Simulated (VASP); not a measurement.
# A VASP study of YSi2Ir2 (LDA): structure first, properties next, part 2 of 2

What structure does YSi2Ir2 take at this level, and what are its properties? The start is a computed cell from the Materials Project.

VASP 6.6.1; LDA; plane waves and PAW (Y_sv, Si, Ir).

Still holding for the runs below: This run has no spin polarisation. Its electron count is odd, so without a moment it is a metal by construction. The k-mesh is coarse for a metal.

So far. Step 8 (Volume scan with LDA, volume scale 0.96): The run ends at a pressure of 9.59 GPa, with forces up to 0.42 eV/Å.

## (9) Volume scan with LDA, volume scale 0.98

The input, INCAR:

```
SYSTEM = YSi2Ir2
PREC = Accurate
ENCUT = 400
EDIFF = 1E-06
NELM = 100
ISMEAR = 1
SIGMA = 0.2
LREAL = .FALSE.
ALGO = Normal
GGA = CA
NBANDS = 24
LASPH = .TRUE.
LORBIT = 11
LWAVE = .FALSE.
LCHARG = .FALSE.
KPAR = 4
ISIF = 2
```

The input, POSCAR:

```
YSi2Ir2
1.0
   -3.9904594823      0.0000000000      0.0000000000
    0.0000000000      3.9904594823      0.0000000000
    1.9952297411     -1.9952297411     -4.8981172066
Y Si Ir
1 2 2
Direct
    0.0000000000      0.0000000000      0.0000000000
    0.3792189320      0.3792189320      0.7584378640
    0.6207810680      0.6207810680      0.2415621360
    0.7500000000      0.2500000000      0.5000000000
    0.2500000000      0.7500000000      0.5000000000
```

The input, KPOINTS:

```
Automatic mesh
0
Gamma
5 5 5
0 0 0
```

PAW data sets: Y_sv, Si and Ir (LDA family, release 64).

On the command line:

```bash
> mpirun -np 4 vasp_std
```

Elapsed: 9.8 s, on 4 MPI ranks of Intel Xeon Platinum 8259CL at 2.50GHz (Skylake/Cascade Lake), shared host; peak memory 0.66 GiB; 37 s of CPU time.

The pressure falls from 9.59 to 4.52 GPa.

The run ends at a pressure of 4.52 GPa, with forces up to 0.20 eV/Å.

## (10) Volume scan with LDA, volume scale 1

INCAR is that of step 9.

POSCAR, as its differences from that of step 9:

```diff
@@ -2,5 +2,5 @@
 1.0
-   -3.9904594823      0.0000000000      0.0000000000
-    0.0000000000      3.9904594823      0.0000000000
-    1.9952297411     -1.9952297411     -4.8981172066
+   -4.0174228643      0.0000000000      0.0000000000
+    0.0000000000      4.0174228643      0.0000000000
+    2.0087114321     -2.0087114321     -4.9312135971
 Y Si Ir
```

KPOINTS is that of step 9.

On the command line:

```bash
> mpirun -np 4 vasp_std
```

Wall time 9.8 s (4 MPI ranks); peak memory 0.67 GiB; 37 s of CPU time.

The pressure falls from 4.52 to -0.01 GPa.

The run ends at a pressure of -0.01 GPa, with forces up to 0.0063 eV/Å.

## (11) Volume scan with LDA, volume scale 1.02

INCAR is that of step 10.

POSCAR, as its differences from that of step 10:

```diff
@@ -2,5 +2,5 @@
 1.0
-   -4.0174228643      0.0000000000      0.0000000000
-    0.0000000000      4.0174228643      0.0000000000
-    2.0087114321     -2.0087114321     -4.9312135971
+   -4.0440290891      0.0000000000      0.0000000000
+    0.0000000000      4.0440290891      0.0000000000
+    2.0220145445     -2.0220145445     -4.9638715925
 Y Si Ir
```

KPOINTS is that of step 10.

On the command line:

```bash
> mpirun -np 4 vasp_std
```

Run time: 10 s. Hardware: 4 MPI ranks; peak memory 0.67 GiB; 38 s of CPU time.

The pressure falls from -0.01 to -4.08 GPa.

The run ends at a pressure of -4.08 GPa, with forces up to 0.20 eV/Å.

## (12) Volume scan with LDA, volume scale 1.04

INCAR is that of step 11.

POSCAR, as its differences from that of step 11:

```diff
@@ -2,5 +2,5 @@
 1.0
-   -4.0440290891      0.0000000000      0.0000000000
-    0.0000000000      4.0440290891      0.0000000000
-    2.0220145445     -2.0220145445     -4.9638715925
+   -4.0702897541      0.0000000000      0.0000000000
+    0.0000000000      4.0702897541      0.0000000000
+    2.0351448770     -2.0351448770     -4.9961054281
 Y Si Ir
```

KPOINTS is that of step 11.

On the command line:

```bash
> mpirun -np 4 vasp_std
```

The job ended after 10 s (4 MPI ranks; peak memory 0.67 GiB; 38 s of CPU time).

The pressure falls from -4.08 to -7.71 GPa.

The run ends at a pressure of -7.71 GPa, with forces up to 0.37 eV/Å.

## (13) Volume scan with LDA, volume scale 1.06

A prediction first. A parabola through the 6 pressures of evenly scaled cells so far, P = -0.03 -215.3 t +504 t² GPa with t = ln(V/V₁) and V₁ the volume at scale 1, gives -10.86 GPa at t = +0.0583.

INCAR is that of step 12.

POSCAR, as its differences from that of step 12:

```diff
@@ -2,5 +2,5 @@
 1.0
-   -4.0702897541      0.0000000000      0.0000000000
-    0.0000000000      4.0702897541      0.0000000000
-    2.0351448770     -2.0351448770     -4.9961054281
+   -4.0962158655      0.0000000000      0.0000000000
+    0.0000000000      4.0962158655      0.0000000000
+    2.0481079327     -2.0481079327     -5.0279286137
 Y Si Ir
```

KPOINTS is that of step 12.

On the command line:

```bash
> mpirun -np 4 vasp_std
```

Elapsed: 9.4 s, on 4 MPI ranks; peak memory 0.67 GiB; 36 s of CPU time.

The pressure falls from -7.71 to -10.96 GPa. The parabola predicted -10.86 GPa, +0.10 GPa off.

## (14) Side by side

Times are for 4 MPI ranks of Intel Xeon Platinum 8259CL at 2.50GHz (Skylake/Cascade Lake), shared host. The series side by side:

| no. | volume scale | energy above the lowest point (meV/atom) | pressure (GPa) | time | memory (GiB) |
| --- | --- | --- | --- | --- | --- |
| 1 | 0.94 | 43.25 | 15.24 | 9 s | 0.67 |
| 2 | 0.96 | 18.56 | 9.586 | 9.8 s | 0.65 |
| 3 | 0.98 | 4.52 | 4.522 | 9.8 s | 0.66 |
| 4 | 1 | 0 | -0.01346 | 9.8 s | 0.67 |
| 5 | 1.02 | 4.03 | -4.076 | 10 s | 0.67 |
| 6 | 1.04 | 15.7 | -7.709 | 10 s | 0.67 |
| 7 | 1.06 | 34.2 | -10.96 | 9.4 s | 0.67 |

## (15) Fit for LDA

This step: Birch-Murnaghan fit, LDA; plane waves and PAW (VASP 6.6.1).

No new run; the numbers come from the runs before.

This step gave:

```
pressure derivative of the bulk modulus : 4.528
r.m.s. error of the fit                 : 3.95e-6 eV/atom
minimum inside the sampled range        : yes
bulk modulus                            : 214.3 GPa
equilibrium volume of the fit           : 15.92 Å³/atom
```

Table of energy above the fitted minimum by volume:

| volume (Å³/atom) | energy above the fitted minimum (eV/atom) |
| --- | --- |
| 14.963 | 0.0432 |
| 15.281 | 0.0186 |
| 15.599 | 0.00451 |
| 15.918 | -7.4e-6 |
| 16.236 | 0.00402 |
| 16.554 | 0.0157 |
| 16.873 | 0.0342 |

The fitted volume lies +0.02 % from the relaxed one. The atoms bear forces along the scan, since they were held; freeing them would lower the modulus.

## (16) Summary of results

* relaxed volume: 15.92 Å³/atom
* relaxed conventional cell a, b, c: 4.017, 4.017, 9.862 Å
* space group after relaxing, within 0.02 Å: I4/mmm (No. 139)
* band gap: none, a metal
* DOS at the Fermi level: 2.32 states/eV/cell
* bulk modulus from the fit: 214 GPa
* volume from the fit: 15.9 Å³/atom

**Reading.** With LDA, YSi2Ir2 relaxes to 15.92 Å³/atom in space group I4/mmm (held by the symmetry of the run), comes out as a metal and has a bulk modulus of 214 GPa at fixed shape and positions, an upper bound. Bands along the symmetry lines (LDA): Of the bands kept, 2 cross the Fermi level on this path. Spin-orbit coupling is left out, and with elements this heavy it would split and shift bands near the Fermi level. The k-sampling is coarse for a metal, so the Fermi level, pressures and the shape of the cell carry errors. With an odd electron count and no spin the cell is a metal by construction. No search among competing phases was made, and a listed structure need not be the one stable at ambient conditions. All values are for a static lattice at zero temperature.

[Lines on the potential files, build, host, timing and source positions are cut from VASP's logs without a mark.]

[Logs are printed without paths, hosts, clocks, repeated set-up lines and the standing remarks that a program may print on its own settings, such as how far it seeks lower states.]

[Hosts, paths, dates, database ids (printed as entryN), source tags and the programs' standing remarks are cut or masked in the printed files.]

[A measured line is paired with the nearest computed mode of its activity, which favours agreement.]
